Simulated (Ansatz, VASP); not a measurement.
**SrLiCO3F in two plane-wave programs**

One calculation is typed for both programs; each brings its own data sets. How far apart do they land? The cell is generated by rule, not measured, and may not be a known phase. Of the first pair: The cell is taken from a series of runs on this material, whose earlier steps may have relaxed, scaled, displaced or heated it; both programs get it as it stands.

Method: plane waves, with VASP 6.6.1 beside it; relaxation of cell and atoms at LDA, in Ansatz 0.2.0.

### Step 1. The structure

Symmetry: P3m1, No. 156, trigonal system. Conventional cell: a = 5.130 Å, b = 5.130 Å, c = 4.596 Å, α = 90.00°, β = 90.00°, γ = 120.00°. Li has 3 O at 1.84 Å nearest. Sr has 2 F at 2.28 to 2.31 Å and 6 O at 2.60 Å nearest. Nearest to C lie 3 O at 1.28 Å. O has 1 C at 1.28 Å and 1 Li at 1.84 Å and 2 Sr at 2.60 Å nearest. F has 2 Sr at 2.28 to 2.31 Å nearest. Farther neighbours and most contacts between anions are not listed.

### Step 2. Ansatz: relaxation of cell and atoms, LDA, pair 1

Ansatz runs on its default PAW (the set named soft_2) files.

The relaxed volume is the usual yardstick between codes: in a stiff, nearly cubic crystal its relative difference is about their pressure difference at one cell divided by the bulk modulus.

input.yaml

```yaml
crystal:
  lattice:
    - [5.1304331418, 0.0, 0.0]
    - [-2.5652165709, 4.4430854332, 0.0]
    - [0.0, 0.0, 4.5961245418]
  atoms:
    - { symbol: Li, position: [0.3333333333, 0.6666666667, 0.2740618729] }
    - { symbol: Sr, position: [0.6666666667, 0.3333333333, 0.5216465773] }
    - { symbol: C, position: [0.0, 0.0, 0.4317861235] }
    - { symbol: O, position: [0.1440143471, 0.2880286943, 0.4365216806] }
    - { symbol: O, position: [0.1440143471, 0.8559856529, 0.4365216806] }
    - { symbol: O, position: [0.7119713057, 0.8559856529, 0.4365216806] }
    - { symbol: F, position: [0.6666666667, 0.3333333333, 0.0183395237] }
kpoints:
  mp_grid: { grid: [6, 6, 4] }
hamiltonian:
  xc: lda
scf:
  occupations: { method: fixed }
output:
  forces: true
  stress: true
  eigenvalues: true
relax:
  adjacent_minimum: "off"
  f_tol: 0.001
  max_steps: 60
  cell: { stress_tol: 0.01 }
```

On the command line:

```sh
ansatz run input.yaml --threads 8 --pin off --max-ram 14336MiB --backend cpu --events-out ev --progress --plain --runs-dir out
```

Numbers of over 12 decimals in the logs are rounded to 6 here.

Output:

```text
Engine: ansatz 0.2.0, aarch64-unknown-linux-gnu
Pseudopotentials: kind: paw
Pseudopotential: Li, paw, valence charge 3, recommended cutoff 420 eV (normal), Li.paw.azcp
Pseudopotential: Sr, paw, valence charge 10, recommended cutoff 420 eV (normal), Sr.paw.azcp
Pseudopotential: C, paw, valence charge 4, recommended cutoff 420 eV (normal), C.paw.azcp
Pseudopotential: O, paw, valence charge 6, recommended cutoff 420 eV (normal), O.paw.azcp
Pseudopotential: F, paw, valence charge 7, recommended cutoff 420 eV (normal), F.paw.azcp
Functional definition: SPW92
  exchange = slater_x
  correlation = pw_c
Crystal: 7 atoms, lattice volume = 104.768 Å³
Basis set: ecut = 420 eV, 2085 PW (Γ)
Bands: 28, of which v1, the nominal top of the filled ones, is band 21 counted from 1 (20 counted from 0)
Symmetry: 6 space group operations
Space group: P3m1 (ITA 156), of the structure as read, at distance tolerance 4.7e-5 Å
k-points: 24 of 144 (time reversal used)
Non-local potential: Li, projectors of the file, l = 0: 3, l = 1: 2, l = 2: 1
Non-local potential: Sr, projectors of the file, l = 0: 3, l = 1: 2, l = 2: 2
Non-local potential: C, projectors of the file, l = 0: 2, l = 1: 2, l = 2: 1
Non-local potential: O, projectors of the file, l = 0: 2, l = 1: 2, l = 2: 1
Non-local potential: F, projectors of the file, l = 0: 2, l = 1: 2, l = 2: 1
PAW form: soft (Blöchl's): semilocal exchange-correlation on the pseudo side does not see the compensation charge
PAW frozen core: Sr, regenerated for the run's functional, and the local potential with it (the file was generated under x = pbe(κ = 0.804, μ = 0.219515), c = pbe(β = 0.066725))
PAW frozen core: C, regenerated for the run's functional, and the local potential with it (the file was generated under x = pbe(κ = 0.804, μ = 0.219515), c = pbe(β = 0.066725))
PAW frozen core: O, regenerated for the run's functional, and the local potential with it (the file was generated under x = pbe(κ = 0.804, μ = 0.219515), c = pbe(β = 0.066725))
PAW frozen core: F, regenerated for the run's functional, and the local potential with it (the file was generated under x = pbe(κ = 0.804, μ = 0.219515), c = pbe(β = 0.066725))
PAW one-centre angular grid: Li, 110 points (default); XC on 64 Gauss nodes
PAW one-centre angular grid: Sr, 110 points (default); XC on 64 Gauss nodes
PAW one-centre angular grid: C, 110 points (default); XC on 64 Gauss nodes
PAW one-centre angular grid: O, 110 points (default); XC on 64 Gauss nodes
PAW one-centre angular grid: F, 110 points (default); XC on 64 Gauss nodes
Initial density: superposition of atomic densities (neutral atoms: chi_scale 0, normalization atom), corrected by the library's trained network
Initial wavefunctions: pseudopotential atomic-orbital guess
Functional: x = slater, c = lda
SCF iter   1: F=—  HF=-6355.090209 eV  |F-HF|=—  |Δ(HF+E_count)|=         —  Δρ=1.23e-2  dr2=1.35e-1  ethr=1.77e-3  ⟨swp⟩=5.3  Hψ=3126  notcnv=0  defer=101
preconditioner: auto → Resta (q_TF=auto, 2.343 Å⁻¹)  ε∞=3.0  [insulator: Δε(μ)=4.166 eV  Ē_g=15.992 eV  n_scr=20 (ndim 8)  ℏωp=22.4 eV  f_vac=0.255  ε∞_Penn≈3.0]
SCF iter   2: F=—  HF=-6355.049976 eV  |F-HF|=—  |Δ(HF+E_count)|=   4.02e-2  Δρ=4.15e-3  dr2=1.06e-2  ethr=3.22e-4  ⟨swp⟩=2.0  Hψ=1345  notcnv=0  defer=119
SCF iter   3: F=—  HF=-6355.046881 eV  |F-HF|=—  |Δ(HF+E_count)|=   3.10e-3  Δρ=1.66e-3  dr2=2.58e-3  ethr=2.53e-5  ⟨swp⟩=2.0  Hψ=1120  notcnv=0  defer=120
SCF iter   4: F=—  HF=-6355.046330 eV  |F-HF|=—  |Δ(HF+E_count)|=   5.51e-4  Δρ=5.24e-4  dr2=2.27e-4  ethr=6.15e-6  ⟨swp⟩=2.0  Hψ=1189  notcnv=0  defer=120
SCF iter   5: F=—  HF=-6355.046347 eV  |F-HF|=—  |Δ(HF+E_count)|=   1.72e-5  Δρ=2.14e-4  dr2=4.67e-5  ethr=5.40e-7  ⟨swp⟩=2.0  Hψ=1081  notcnv=0  defer=118
SCF iter   6: F=—  HF=-6355.046354 eV  |F-HF|=—  |Δ(HF+E_count)|=   7.37e-6  Δρ=5.52e-5  dr2=5.09e-6  ethr=1.11e-7  ⟨swp⟩=2.0  Hψ=1007  notcnv=0  defer=56
SCF iter   7: F=—  HF=-6355.046361 eV  |F-HF|=—  |Δ(HF+E_count)|=   6.38e-6  Δρ=1.37e-5  dr2=3.18e-7  ethr=1.21e-8  ⟨swp⟩=2.4  Hψ=1013  notcnv=0  defer=65
SCF iter   8: F=-6355.046361 eV  HF=-6355.046361 eV  |F-HF|=1.36e-8  |Δ(HF+E_count)|=   4.65e-7  Δρ=3.25e-6  dr2=1.10e-8  ethr=2.38e-10  ⟨swp⟩=13.9  Hψ=4386  notcnv=0
SCF 1 converged in 8 iterations: F = -6355.046361 eV  dr2 = 1.10e-8
  greatest PAW one-centre occupation: 1.000 electrons in one spin orbital (limit 2), on the Li atom at site 0 (counted from 0), in its partial waves of l = 0
relax step   1: F+E_penalty+E_count = -6355.04636102 eV  Δ(F+E_penalty+E_count) = +0.000e0 eV  max|allowed force component| = 5.321e-4 eV/Å  Δτ_max = 0.0000 Å  P = +0.005 GPa  Ω = 104.768 Å³  (8 SCF iters, dr2 threshold 1.00e-7 eV, accepted)
Initial density: handed on by an earlier stage of this run
Initial wavefunctions: pseudopotential atomic-orbital guess (no wavefunctions were taken with the density)
iter 1 solved again at ethr=7.76e-7 eV; its pass at ethr=3.10e-3 eV (dr2=3.26e-4 eV) is discarded
SCF iter   1: F=—  HF=-6355.046355 eV  |F-HF|=—  |Δ(HF+E_count)|=         —  Δρ=5.11e-6  dr2=2.26e-8  ethr=7.76e-7  ⟨swp⟩=3.8  Hψ=4808  notcnv=0  defer=120
eigensolver tolerance schedule: the retry pair's looser diagonalisation over-reported the residual by 14430.06 of it (diagonalisation noise at an unbounded share of the residual, at the tolerance the schedule requests for it); recorded, not acted on — ethr = c·dr2/N_el stays at c = 1.0e-1
preconditioner: auto → Resta (q_TF=auto, 2.343 Å⁻¹)  ε∞=2.9  [insulator: Δε(μ)=4.390 eV  Ē_g=16.138 eV  n_scr=20 (ndim 8)  ℏωp=22.4 eV  f_vac=0.248  ε∞_Penn≈2.9]
SCF iter   2: F=—  HF=-6355.046361 eV  |F-HF|=—  |Δ(HF+E_count)|=   5.55e-6  Δρ=3.82e-6  dr2=1.21e-8  ethr=5.38e-11  ⟨swp⟩=4.3  Hψ=2004  notcnv=0  defer=117
SCF iter   3: F=—  HF=-6355.046361 eV  |F-HF|=—  |Δ(HF+E_count)|=  3.30e-10  Δρ=1.77e-6  dr2=3.82e-9  ethr=2.88e-11  ⟨swp⟩=2.1  Hψ=946  notcnv=0  defer=117
SCF iter   4: F=—  HF=-6355.046361 eV  |F-HF|=—  |Δ(HF+E_count)|=   3.95e-9  Δρ=8.55e-7  dr2=7.17e-10  ethr=9.10e-12  ⟨swp⟩=2.0  Hψ=1062  notcnv=0  defer=117
SCF iter   5: F=—  HF=-6355.046361 eV  |F-HF|=—  |Δ(HF+E_count)|=  9.19e-10  Δρ=6.59e-7  dr2=3.07e-10  ethr=1.71e-12  ⟨swp⟩=2.0  Hψ=1048  notcnv=0  defer=117
SCF iter   6: F=—  HF=-6355.046361 eV  |F-HF|=—  |Δ(HF+E_count)|=  5.09e-11  Δρ=2.68e-7  dr2=6.25e-11  ethr=1.00e-12  ⟨swp⟩=2.2  Hψ=782  notcnv=0  defer=117
SCF iter   7: F=—  HF=-6355.046361 eV  |F-HF|=—  |Δ(HF+E_count)|=  1.55e-11  Δρ=1.16e-7  dr2=1.20e-11  ethr=1.00e-12  ⟨swp⟩=1.0  Hψ=638  notcnv=0  defer=117
SCF iter   8: F=—  HF=-6355.046361 eV  |F-HF|=—  |Δ(HF+E_count)|=  9.09e-13  Δρ=8.98e-8  dr2=6.36e-12  ethr=1.00e-12  ⟨swp⟩=1.0  Hψ=638  notcnv=0  defer=117
SCF iter   9: F=-6355.046361 eV  HF=-6355.046361 eV  |F-HF|=2.73e-12  |Δ(HF+E_count)|=  1.82e-12  Δρ=1.62e-8  dr2=2.08e-13  ethr=1.00e-12  ⟨swp⟩=14.6  Hψ=4974  notcnv=0
SCF 2 converged in 9 iterations: F = -6355.046361 eV  dr2 = 2.08e-13
relax step   2: F+E_penalty+E_count = -6355.04636102 eV  Δ(F+E_penalty+E_count) = -2.710e-9 eV  max|allowed force component| = 5.326e-4 eV/Å  Δτ_max = 0.0000 Å  P = +0.005 GPa  Ω = 104.768 Å³  stress off target by 6.58e-3 GPa  SCF on the basis re-selected at this cell (its energy is not comparable with the rows above)  (9 SCF iters)
basis re-selected at this cell: Δ(F+E_penalty+E_count) = -2.710e-9 eV, ΔP = -0.000 GPa vs the last step (what re-selecting the basis moved, of the pressure what is left beyond the Pulay correction that the steps carried, after the strain that the cell walked since its last selection, with what the two solves' SCF thresholds leave and, on support functions, any second-order correction that the steps lacked; it is no m [...]
SCF converged after 9 iterations
Free energy (F): -6355.046361 eV
Harris-Foulkes:  -6355.046361 eV  (|F-HF|=2.73e-12)
Internal energy: -6355.046361 eV  (E = F + TS)
E sigma→0 (E₀):  -6355.046361 eV
Fermi energy:    1.929274 eV
--- Per-component energies (eV) ---
  E_band       = -378.742783
  E_kinetic    = 1093.225624
  E_local      = -3502.058064  (includes V_loc(G=0)·N_el)
  E_nonlocal   = 428.540414
  E_hartree    = 1229.778356
  E_xc         = -525.471062
  E_vxc        = -615.774719  (∫ρ·V_xc dr)
  E_paw        = -3338.375325  (= ΣΔE_a)
  E_vpaw       = -242.242438  (= ΣTr[D̂ρ^β])
  E_aug_tail   = 0.009693  (compensation charges beyond the density's cutoff)
  E_ewald      = -1741.456982
  E_core_change = 0.760984  (= ΣΔE_core)
  E_smearing   = -0.000000  (= −TS)
  E_closure    = 0.000000  (closes the sum)
  Σ components = -6355.046361   (vs F -6355.046361, Δ=0.00e0)
--- Forces (eV/Å), atoms counted from 1 ---
  atom   1  Li     0.00000000     0.00000000    -0.00000734
  atom   2  Sr     0.00000000    -0.00000000     0.00007816
  atom   3  C      0.00000000    -0.00000000     0.00053088
  atom   4  O      0.00000000    -0.00053260    -0.00021167
  atom   5  O     -0.00046125     0.00026630    -0.00021167
  atom   6  O      0.00046125     0.00026630    -0.00021167
  atom   7  F      0.00000000    -0.00000000     0.00002680
  max |Σ_I F_I| component: 6.51e-6 eV/Å
--- Stress (GPa, compression-positive) ---
        0.003600      -0.000000       0.000000
        0.000000       0.003600      -0.000000
        0.000000      -0.000000       0.006580
  P = ⅓ Tr σ = 0.0046 GPa (0.046 kbar)
--- Band table (eV; the first three rows and the last of 24) ---
  k-point 0: bands = [... 17 lower, 0.6020, 0.6020, 0.7908, 1.9266, 6.3193, 7.5976, 9.7317, 9.7317, ... 3 higher]
  k-point 1: bands = [... 17 lower, 0.4798, 0.6195, 0.6195, 1.9281, 6.6134, 7.8140, 9.9389, 9.9389, ... 3 higher]
  k-point 2: bands = [... 17 lower, 0.4373, 0.6333, 0.6333, 1.9293, 6.6777, 8.6728, 10.1409, 10.1409, ... 3 higher]
  k-point 23: bands = [... 17 lower, 0.1458, 0.4387, 0.7343, 1.1972, 7.8823, 8.8562, 9.8379, 10.6908, ... 3 higher]
--- Relaxed structure (1 steps of the walk, 1 accepted, 1 SCFs on fresh bases) ---
  F+E_penalty+E_count = -6355.04636102 eV   max|allowed force component| = 5.326e-4 eV/Å   (the final SCF, on the basis selected at the relaxed cell)
  cell:  # Å, volume = 104.7684 Å³
    - [5.130433, 0.0, 0.0]
    - [-2.565217, 4.443085, 0.0]
    - [0.0, 0.0, 4.5961245418]
  atoms:
    - { symbol: Li, position: [0.333333, 0.666667, 0.2740618729] }
    - { symbol: Sr, position: [0.666667, 0.333333, 0.5216465773] }
    - { symbol: C, position: [0, -1.3216940769962563e-17, 0.431786] }
    - { symbol: O, position: [0.144014, 0.288029, 0.436522] }
    - { symbol: O, position: [0.144014, 0.855986, 0.436522] }
    - { symbol: O, position: [0.711971, 0.855986, 0.436522] }
    - { symbol: F, position: [0.666667, 0.333333, 0.018340] }
```

Reading the cycles: dr2 is the Hartree energy of the density residual (eV), the measure of convergence; HF is the Harris–Foulkes estimate of the energy, which meets the free energy F at convergence.

[end of part 1 of 3]

[Lines on the potential files, build, host, timing and source positions are cut from VASP's logs without a mark.]

[Logs are printed without paths, hosts, clocks, repeated set-up lines and the standing remarks that a program may print on its own settings, such as how far it seeks lower states.]

[Hosts, paths, dates, database ids (printed as entryN), source tags and the programs' standing remarks are cut or masked in the printed files.]
